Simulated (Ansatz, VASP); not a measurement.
Given: the input of a run of Ansatz 0.2.0 on SiF. The cell comes from a database or a generator and needn't be the stable form of this composition.

File input.yaml:

```yaml
crystal:
  lattice:
    - [3.0286, 0.0, 0.0]
    - [0.0, 3.0286, 0.0]
    - [0.0, 0.0, 3.0286]
  atoms:
    - { symbol: Si, position: [0.5, 0.5, 0.5] }
    - { symbol: F, position: [0.0, 0.0, 0.0] }
hamiltonian:
  xc: blyp
  pseudopotentials: { kind: paw }
kpoints:
  mp_grid: { grid: [9, 9, 9] }
scf:
  occupations: { method: fermi_dirac, width: 0.05 }
output:
  forces: true
  stress: true
  eigenvalues: true
  write_density: true
  write_potential: true
  elf: true
  volumetric_format: npy
relax:
  f_tol: 0.01
  max_steps: 40
  cell: { stress_tol: 0.05 }
```

Potentials or basis: Ansatz PAW.

The run is started by

```bash
$ ansatz run input.yaml --threads 2 --pin off --max-ram 5632MiB --backend cpu --events-out ev --progress --plain --runs-dir out
```

**Question.** Translate it to VASP 6.6.1. Potentials or basis there: PBE PAW files F, Si, 600 eV.

**Answer.** As run (cutoffs and basis follow the program's own potentials, and thresholds, step limits or extra output files can differ):

The input INCAR:

```
SYSTEM = SiF
AGGAC    = 1.0          
AGGAX    = 1.0          
ALDAC    = 0.0          
ALDAX    = 1.0          
ALGO     = Normal         ! electronic algorithm
EDIFF    = 1E-6           ! SCF threshold, eV
EDIFFG   = -0.01          ! ionic threshold
ENCUT    = 600            ! plane-wave cutoff, eV
GGA      = B5             ! functional
IBRION   = 2              ! ionic algorithm
ISIF     = 3              ! what is computed and relaxed
ISMEAR   = -1             ! smearing method
LASPH    = .True.         ! aspherical terms in the spheres
LCHARG   = .False.        ! write CHGCAR
LREAL    = .False.        ! projectors in reciprocal space
LWAVE    = .False.        ! write WAVECAR
NELM     = 80             ! most SCF steps
NSW      = 40             ! ionic steps
PREC     = Accurate       ! precision mode
SIGMA    = 0.05           ! smearing width, eV
```

Contents of KPOINTS:

```
k-points
0
Gamma
  9 9 9
  0 0 0
```

POSCAR

```
SiF
1.0
    3.0286000000      0.0000000000      0.0000000000
    0.0000000000      3.0286000000      0.0000000000
    0.0000000000      0.0000000000      3.0286000000
Si F
1 1
Direct
    0.5000000000      0.5000000000      0.5000000000
    0.0000000000      0.0000000000      0.0000000000
```

Potentials or basis: VASP PAW PBE potentials, release 64 (Si, F).

Run with:

```bash
$ cat potpaw_PBE.64/Si/POTCAR potpaw_PBE.64/F/POTCAR > POTCAR
$ mpirun -np 1 vasp_std > vasp.out
```

Both were run:

|  | Ansatz | VASP |
| --- | --- | --- |
| Relaxed volume | 15.11 Å³/atom | 15.08 Å³/atom |
| Relaxed cell | a = 3.115 Å, b = 3.115 Å, c = 3.115 Å, α = 90.00°, β = 90.00°, γ = 90.00° | a = 3.113 Å, b = 3.113 Å, c = 3.113 Å, α = 90.00°, β = 90.00°, γ = 90.00° |
| Space group after relaxing | Pm-3m (No. 221) | Pm-3m (No. 221) |
| Pressure after relaxing | 0.0 GPa | 0.0 GPa |

Ansatz's pressure holds a Pulay term of +0.48 GPa for its cutoff of 420 eV, which the other run lacks.

Ansatz's potentials were made for PBE. VASP's potentials were made for PBE.

Where Ansatz's input types no cutoff or centring, it takes its own default and a Γ-centred mesh.

Pressure is positive in compression.
